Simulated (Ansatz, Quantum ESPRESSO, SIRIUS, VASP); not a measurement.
HfIn4SiO6: programs and potentials compared

```xyz
12
Lattice="5.6987 0.0038 0.0156 -0.7051 6.1082 -0.0057 -2.7372 -1.3956 6.6308" Properties=species:S:1:pos:R:3 pbc="T T T"
Hf    0.3059   -0.1415    0.9414
In   -0.5065    5.1766    4.8280
In    2.9460   -0.6316    3.2694
In   -0.4674    2.2482    3.5526
In    2.4746    2.6720    1.3501
Si    2.2505    1.5044    5.6991
O     0.6925    1.2743    5.2058
O     3.2416    1.4878    4.3662
O     5.4440    1.6196   -0.0116
O     2.4739    2.8533    6.5144
O    -0.6675   -0.1307    2.6585
O     2.0934    0.3752    1.4612
```

The cell comes from a database or a generator and needn't be the stable form of this composition.

Atoms were shifted at random by some hundredths of an Å from the given cell, which wasn't relaxed again for these runs.

Alike in all runs: task single point; functional PBE; k mesh 5 × 5 × 4; occupations fermi-dirac, width 0.05 eV; no spin polarisation; no spin-orbit coupling. Pressure is positive in compression and, in plane waves, holds the error of the finite cutoff, which Ansatz's Pulay term estimates and takes out.

| program and potentials | plane-wave cutoff (eV) | notes | pressure (GPa) | largest force (eV/Å) | energy over the undisturbed cell (meV/atom) |
| --- | --- | --- | --- | --- | --- |
| Ansatz, Ansatz PAW | 420 | 9.83 valence electrons an atom on average; Pulay term of +0.34 GPa included | 0.27 | 2.432 | 22.17 |
| VASP, PBE PAW files Hf_pv, In_d, O, Si, 520 eV | 520 | 8.5 valence electrons an atom on average | 0.06 | 2.629 | - |
| Quantum ESPRESSO, SSSP 1.3 efficiency PBE | 816 | 8.67 valence electrons an atom on average | 0.04 | 2.610 | 23.78 |
| SIRIUS, PseudoDojo 0.4.1 PBE standard (scalar relativistic) | 1152 | 8.67 valence electrons an atom on average | -0.05 | 2.515 | - |

Force on atom 10 (O), eV/Å:

```
                                     program and potentials       x      y      z
                                         Ansatz, Ansatz PAW  -0.061  1.986  1.402
             VASP, PBE PAW files Hf_pv, In_d, O, Si, 520 eV  -0.053  2.154  1.506
                  Quantum ESPRESSO, SSSP 1.3 efficiency PBE  -0.049  2.140  1.494
SIRIUS, PseudoDojo 0.4.1 PBE standard (scalar relativistic)  -0.068  2.056  1.447
```

The pressure spans -0.05 (SIRIUS, PseudoDojo 0.4.1 PBE standard (scalar relativistic)) to 0.27 GPa (Ansatz, Ansatz PAW).

The functional is the same throughout but for its coding, so the spread measures potentials, basis and numerics; runs on potential files found faulty are left out.
